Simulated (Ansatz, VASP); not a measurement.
# Cross-check of WC (Qusongite) between VASP and Ansatz, part 2 of 2

One calculation is typed for both programs; each brings its own data sets. How far apart do they land? The cell is taken from a series of runs on this material, whose earlier steps may have relaxed, scaled, displaced or heated it; both programs get it as it stands.

VASP 6.6.1 and Ansatz 0.2.0.

So far: The structure; Ansatz: zone-centre phonons, PBEsol.

**3. VASP: zone-centre phonons, PBEsol**

Level of this step: PBEsol; plane waves and PAW (C, W) (VASP).

The same cell, functional, mesh and smearing now go to VASP, with its own data sets.

Lines of VASP's logs that name or quote its potential files are left out, and so is its time.

File INCAR:

```
SYSTEM = WC
PREC = Accurate
ENCUT = 600
EDIFF = 1E-08
NELM = 120
ISMEAR = 1
SIGMA = 0.2
LREAL = .FALSE.
ALGO = Normal
GGA = PS
NBANDS = 11
LASPH = .TRUE.
LORBIT = 11
LWAVE = .FALSE.
LCHARG = .FALSE.
ISIF = 2
IBRION = 8
GGA_COMPAT = .FALSE.
KPAR = 2
```

File POSCAR:

```
WC
1.0
    2.8985956534      0.0000000000      0.0000000000
   -1.4492978267      2.5102574712      0.0000000000
    0.0000000000      0.0000000000      2.8280965416
C W
1 1
Direct
    0.6666666667      0.3333333333      0.5000000000
    0.0000000000      0.0000000000      0.0000000000
```

File KPOINTS:

```
Automatic mesh
0
Gamma
18 18 16
0 0 0
```

The projector-augmented-wave data sets are C and W (PBE family, release 64).

Run with:

```
> mpirun -np 2 vasp_std
```

Numbers of over 12 decimals in the logs are rounded to 6 here.

Output:

```text
[banner, memory and clock lines left out]
running    2 mpi-ranks, on    1 nodes
 distrk:  each k-point on    1 cores,    2 groups
 distr:  one band on    1 cores,    1 groups

 POSCAR found type information on POSCAR C W
 POSCAR found :  2 types and       2 ions
|                                                                             |
|               ----> ADVICE to this user running VASP <----                  |
|                                                                             |
|     You enforced a specific xc type in the INCAR file but a different       |
|     [... a line on the potential file left out ...]
|     I HOPE YOU KNOW WHAT YOU ARE DOING!                                     |
|                                                                             |

 LDA part: xc-table for (Slater+PW92), standard interpolation
 POSCAR, INCAR and KPOINTS ok, starting setup
 FFT: planning ... GRIDC
 FFT: planning ... GRID_SOFT
 FFT: planning ... GRID
 WAVECAR not read
 entering main loop
       N       E                     dE             d eps       ncg     rms          rms(c)
DAV:   1     0.280086784924E+02    0.28009E+02   -0.54728E+03  7326   0.927E+02
DAV:   2    -0.247810706116E+02   -0.52790E+02   -0.50199E+02  8386   0.215E+02
DAV:   3    -0.269423840539E+02   -0.21613E+01   -0.21358E+01  9176   0.363E+01
DAV:   4    -0.269570197105E+02   -0.14636E-01   -0.14630E-01  8078   0.347E+00
DAV:   5    -0.269570809228E+02   -0.61212E-04   -0.61210E-04  8937   0.224E-01    0.350E+01
DAV:   6    -0.241072011272E+02    0.28499E+01   -0.12586E+01  8726   0.218E+01    0.117E+01
DAV:   7    -0.240288685990E+02    0.78333E-01   -0.60963E-01  7533   0.622E+00    0.841E+00
DAV:   8    -0.239874481286E+02    0.41420E-01   -0.10434E-01  8054   0.239E+00    0.200E+00
DAV:   9    -0.239820482216E+02    0.53999E-02   -0.14181E-02  7944   0.765E-01    0.145E-01
DAV:  10    -0.239819685746E+02    0.79647E-04   -0.85856E-04  8579   0.256E-01    0.181E-01
DAV:  11    -0.239819550232E+02    0.13551E-04   -0.91764E-05  8779   0.669E-02    0.102E-02
DAV:  12    -0.239819521859E+02    0.28373E-05   -0.57617E-06  8340   0.159E-02    0.114E-02
DAV:  13    -0.239819522036E+02   -0.17731E-07   -0.43989E-07  8820   0.594E-03    0.706E-04
DAV:  14    -0.239819521889E+02    0.14726E-07   -0.11516E-08  4857   0.914E-04    0.126E-03
DAV:  15    -0.239819522016E+02   -0.12652E-07   -0.29527E-09  3855   0.461E-04    0.283E-04
DAV:  16    -0.239819522009E+02    0.66586E-09   -0.21968E-10  3819   0.138E-04
   1 F= -.23981952E+02 E0= -.23981861E+02  d E =-.272622E-03
 Linear response reoptimize wavefunctions to high precision
DAV:   1    -0.239819522029E+02   -0.19706E-08   -0.25493E-11  4116   0.386E-05
DAV:   2    -0.239819522029E+02    0.15916E-11   -0.16943E-12  3774   0.150E-05
 Linear response DOF=           4
 Linear response progress:
  Degree of freedom:   1/  4
       N       E                     dE             d eps       ncg     rms          rms(c)
RMM:   1    -0.117473077253E+00   -0.11747E+00    0.48076E-02 76159   0.205E+00
RMM:   2    -0.115612004642E+00    0.18611E-02   -0.21561E-03 50524   0.437E-01    0.209E-01
RMM:   3    -0.115897409523E+00   -0.28540E-03   -0.42577E-04 47992   0.140E-01    0.112E-01
RMM:   4    -0.116648052912E+00   -0.75064E-03   -0.31472E-04 48014   0.114E-01    0.258E-02
RMM:   5    -0.116606609954E+00    0.41443E-04   -0.45606E-06 52606   0.194E-02    0.141E-03
RMM:   6    -0.116621642672E+00   -0.15033E-04   -0.28258E-07 52647   0.254E-03    0.483E-04
RMM:   7    -0.116618176269E+00    0.34664E-05    0.23104E-08 53584   0.433E-04    0.863E-05
RMM:   8    -0.116618421188E+00   -0.24492E-06    0.10359E-07 53777   0.792E-05    0.311E-05
RMM:   9    -0.116618285620E+00    0.13557E-06    0.44639E-09 56044   0.188E-05    0.294E-06
RMM:  10    -0.116618275157E+00    0.10462E-07   -0.12955E-09 50975   0.359E-06    0.921E-07
RMM:  11    -0.116618271197E+00    0.39599E-08   -0.14941E-09 39370   0.215E-06    0.280E-07
 first order change of Fermi-energy   0.47987E-05
 force on displaced ion       1 direction 1 : -16.117   0.002   0.000
 Linear response progress:
  Degree of freedom:   2/  4
       N       E                     dE             d eps       ncg     rms          rms(c)
RMM:   1    -0.121279980763E+00   -0.12128E+00    0.62454E-02 26830   0.214E+00
RMM:   2    -0.120294274051E+00    0.98571E-03   -0.23110E-03 17910   0.461E-01    0.187E-01
RMM:   3    -0.120443554512E+00   -0.14928E-03   -0.76290E-04 16967   0.180E-01    0.911E-02
RMM:   4    -0.121325069492E+00   -0.88151E-03   -0.55218E-04 17426   0.139E-01    0.216E-02
RMM:   5    -0.121308542925E+00    0.16527E-04   -0.10835E-05 18410   0.231E-02    0.288E-03
RMM:   6    -0.121343916244E+00   -0.35373E-04   -0.87874E-07 17876   0.566E-03    0.457E-04
RMM:   7    -0.121343625982E+00    0.29026E-06   -0.53121E-08 18914   0.937E-04    0.190E-04
RMM:   8    -0.121342482127E+00    0.11439E-05   -0.15007E-08 18878   0.117E-04    0.430E-05
RMM:   9    -0.121342351968E+00    0.13016E-06    0.83819E-10 19249   0.411E-05    0.145E-05
RMM:  10    -0.121342273144E+00    0.78825E-07    0.44036E-10 19419   0.186E-05    0.921E-07
RMM:  11    -0.121342271576E+00    0.15676E-08   -0.31003E-10 17677   0.329E-06    0.340E-07
 first order change of Fermi-energy   0.26152E-03
 force on displaced ion       1 direction 3 :   0.000   0.000 -14.884
 Linear response progress:
  Degree of freedom:   3/  4
       N       E                     dE             d eps       ncg     rms          rms(c)
RMM:   1    -0.109447183150E+00   -0.10945E+00   -0.87429E-02 64794   0.192E+00
RMM:   2    -0.106522190424E+00    0.29250E-02   -0.19055E-03 49602   0.352E-01    0.210E-01
RMM:   3    -0.105568261324E+00    0.95393E-03   -0.33059E-04 51776   0.113E-01    0.123E-01
RMM:   4    -0.105130759537E+00    0.43750E-03   -0.52919E-04 51890   0.142E-01    0.193E-02
RMM:   5    -0.105148577984E+00   -0.17818E-04    0.96538E-07 53745   0.166E-02    0.384E-03
RMM:   6    -0.105150788508E+00   -0.22105E-05   -0.14987E-07 53576   0.225E-03    0.136E-03
RMM:   7    -0.105150781335E+00    0.71723E-08    0.92475E-08 53201   0.994E-04    0.112E-04
 first order change of Fermi-energy  -0.62576E-04
 force on displaced ion       2 direction 1 : -16.114   0.002   0.000
 Linear response progress:
  Degree of freedom:   4/  4
       N       E                     dE             d eps       ncg     rms          rms(c)
RMM:   1    -0.114665911909E+00   -0.11467E+00   -0.95158E-02 23816   0.198E+00
RMM:   2    -0.110840075582E+00    0.38258E-02   -0.23026E-03 17445   0.404E-01    0.174E-01
RMM:   3    -0.110193220094E+00    0.64686E-03   -0.22412E-04 18278   0.104E-01    0.966E-02
RMM:   4    -0.110080294033E+00    0.11293E-03   -0.37519E-04 18085   0.129E-01    0.141E-02
RMM:   5    -0.110095205387E+00   -0.14911E-04   -0.26124E-06 19033   0.137E-02    0.460E-03
RMM:   6    -0.110107900910E+00   -0.12696E-04    0.73470E-09 18946   0.209E-03    0.111E-03
RMM:   7    -0.110108755081E+00   -0.85417E-06    0.98442E-10 18640   0.695E-04    0.261E-04
RMM:   8    -0.110108515272E+00    0.23981E-06   -0.34599E-09 19377   0.179E-04    0.738E-05
RMM:   9    -0.110108050855E+00    0.46442E-06   -0.14562E-09 19579   0.581E-05    0.519E-06
RMM:  10    -0.110108027509E+00    0.23346E-07   -0.10216E-09 19920   0.110E-05    0.180E-06
RMM:  11    -0.110108026686E+00    0.82274E-09   -0.29279E-10 16072   0.309E-06    0.308E-07
 first order change of Fermi-energy  -0.43979E-03
 force on displaced ion       2 direction 3 :  -0.000   0.000 -14.888
 Linear response finished
```

OUTCAR, selected parts (step 3):

```text
ion  position               nearest neighbor table
   1  0.667  0.333  0.500-   2 2.19   2 2.19   2 2.19   2 2.19   2 2.19   2 2.19
   2  0.000  0.000  0.000-   1 2.19   1 2.19   1 2.19   1 2.19   1 2.19   1 2.19

  LATTYP: Found a hexagonal cell.
 ALAT       =     2.8985956534
 C/A-ratio  =     0.9756781834

 Subroutine GETGRP returns: Found 12 space group operations
 (whereof 12 operations were pure point group operations)

The static configuration has the point symmetry D_3h.

 Found    333 irreducible k-points:

   k-points           NKPTS =    333   k-points in BZ     NKDIM =    333   number of bands    NBANDS=     11

   dimension x,y,z NGX =    24 NGY =   24 NGZ =   24
   dimension x,y,z NGXF=    48 NGYF=   48 NGZF=   48

   ENCUT  =  600.0 eV  44.10 Ry    6.64 a.u.   5.79  5.79  5.65*2*pi/ulx,y,z

   NELECT =      10.0000    total number of electrons

 k-points in reciprocal lattice and weights: Automatic mesh
   0.00000000  0.00000000  0.00000000       0.000
   0.05555556 -0.00000000  0.00000000       0.001
   0.11111111 -0.00000000  0.00000000       0.001
   0.16666667 -0.00000000  0.00000000       0.001
   0.22222222  0.00000000  0.00000000       0.001
   0.27777778  0.00000000  0.00000000       0.001
   0.33333333  0.00000000  0.00000000       0.001
   0.38888889  0.00000000  0.00000000       0.001
   0.44444444  0.00000000  0.00000000       0.001
[...]
0.33333333  0.27777778  0.50000000       0.002
   0.33333333  0.33333333  0.50000000       0.000

 average (electrostatic) potential at core
       1 -46.2021       2 -36.9424

  Total       -0.0857939     -0.0857939     -0.0358362     -0.0000000      0.0000000      0.0000000
  in kB       -6.6798519     -6.6798519     -2.7901784     -0.0000000      0.0000000      0.0000000
  external PRESSURE =      -5.3832940 kB  Pullay stress =       0.0000000 kB

  energy-cutoff  :      600.00
  volume of cell :       20.58
      direct lattice vectors                 reciprocal lattice vectors
     2.898595653  0.000000000  0.000000000     0.344994652  0.199182755  0.000000000
    -1.449297827  2.510257471  0.000000000     0.000000000  0.398365511  0.000000000
     0.000000000  0.000000000  2.828096542     0.000000000  0.000000000  0.353594718

 POSITION                                       TOTAL-FORCE (eV/Angst)
 -----------------------------------------------------------------------------------
      1.44930      0.83675      1.41405         0.000000      0.000000      0.000000
      0.00000      0.00000      0.00000        -0.000000      0.000000      0.000000
 -----------------------------------------------------------------------------------
    total drift:                               -0.000000      0.000000      0.000000

 Eigenvectors and eigenvalues of the dynamical matrix
 ----------------------------------------------------

   1 f  =   18.691545 THz   117.442440 2PiTHz  623.482824 cm-1    77.301983 meV
             X         Y         Z           dx          dy          dz
      1.449298  0.836752  1.414048     0.000000   -0.968858   -0.000000
      0.000000  0.000000  0.000000     0.000000    0.247617    0.000000

   2 f  =   18.691545 THz   117.442440 2PiTHz  623.482824 cm-1    77.301983 meV
             X         Y         Z           dx          dy          dz
      1.449298  0.836752  1.414048     0.968858    0.000000    0.000000
      0.000000  0.000000  0.000000    -0.247617    0.000000    0.000000

   3 f  =   17.962602 THz   112.862360 2PiTHz  599.167925 cm-1    74.287321 meV
             X         Y         Z           dx          dy          dz
      1.449298  0.836752  1.414048     0.000000   -0.000000    0.968844
      0.000000  0.000000  0.000000     0.000000   -0.000000   -0.247670

   4 f/i=    0.000392 THz     0.002464 2PiTHz    0.013083 cm-1     0.001622 meV
             X         Y         Z           dx          dy          dz
      1.449298  0.836752  1.414048    -0.243551    0.044686   -0.000000
      0.000000  0.000000  0.000000    -0.952951    0.174846   -0.000000

   5 f/i=    0.000392 THz     0.002464 2PiTHz    0.013083 cm-1     0.001622 meV
             X         Y         Z           dx          dy          dz
      1.449298  0.836752  1.414048     0.044686    0.243551   -0.000000
      0.000000  0.000000  0.000000     0.174846    0.952951   -0.000000

   6 f/i=    0.000612 THz     0.003847 2PiTHz    0.020424 cm-1     0.002532 meV
             X         Y         Z           dx          dy          dz
      1.449298  0.836752  1.414048     0.000000    0.000000    0.247670
      0.000000  0.000000  0.000000     0.000000    0.000000    0.968844

 ELASTIC MODULI CONTR FROM IONIC RELAXATION (kBar)
 Direction    XX          YY          ZZ          XY          YZ          ZX
 --------------------------------------------------------------------------------
 XX        -168.6805    168.6805      0.0000      0.0000      0.0000      0.0000
 YY         168.6805   -168.6805      0.0000     -0.0000      0.0000      0.0000
 ZZ           0.0000      0.0000      0.0000      0.0000      0.0000      0.0000
 XY           0.0000     -0.0000      0.0000   -168.6805      0.0000      0.0000
 YZ           0.0000      0.0000      0.0000      0.0000      0.0000      0.0000
 ZX           0.0000      0.0000      0.0000      0.0000      0.0000      0.0000
 --------------------------------------------------------------------------------
```

**4. Comparison**

Known differences besides the potentials themselves: the data sets hold 18 valence electrons in Ansatz (on its PAW soft_1 files) and 10 in VASP; the cutoff is 420 eV in Ansatz and 600 eV in VASP; Ansatz makes its cores anew for this functional, VASP keeps those of its PBE data sets. Total energies have different zeros and are not compared.

Both answers:

| quantity | Ansatz | VASP | difference |
| --- | --- | --- | --- |
| optical mode 1 (cm⁻¹) | 592.2 | 599.2 | -1.16 % |
| optical mode 2 to 3 (cm⁻¹) | 616.3 | 623.5 | -1.16 % |

Modes are paired by rising frequency, not by their patterns, so a pair may set unlike modes beside each other; they are those without the splitting of longitudinal modes.

**5. Outcome**

```json
{
 "r.m.s. difference of the optical zone-centre modes, each program's sorted by frequency (zone-centre phonons, PBEsol)": "7.1 cm⁻¹",
 "difference in optical mode 1 (zone-centre phonons, PBEsol)": "-1.2 %"
}
```

In words: The r.m.s. difference of the optical zone-centre modes, each program's sorted by frequency is 7.1 cm⁻¹ (zone-centre phonons, PBEsol). The data sets hold unlike numbers of valence electrons (18 in Ansatz and 10 in VASP), so part of the differences comes from the potentials. Among the rows given in per cent, the largest difference of the zone-centre phonons, PBEsol pair is in optical mode 1, -1.2 %. Such differences can come from data sets, numerical settings and the points named under the comparisons, not from the functional's error against experiment.

[Lines on the potential files, build, host, timing and source positions are cut from VASP's logs without a mark.]

[Logs are printed without paths, hosts, clocks, repeated set-up lines and the standing remarks that a program may print on its own settings, such as how far it seeks lower states.]

[Hosts, paths, dates, database ids (printed as entryN), source tags and the programs' standing remarks are cut or masked in the printed files.]
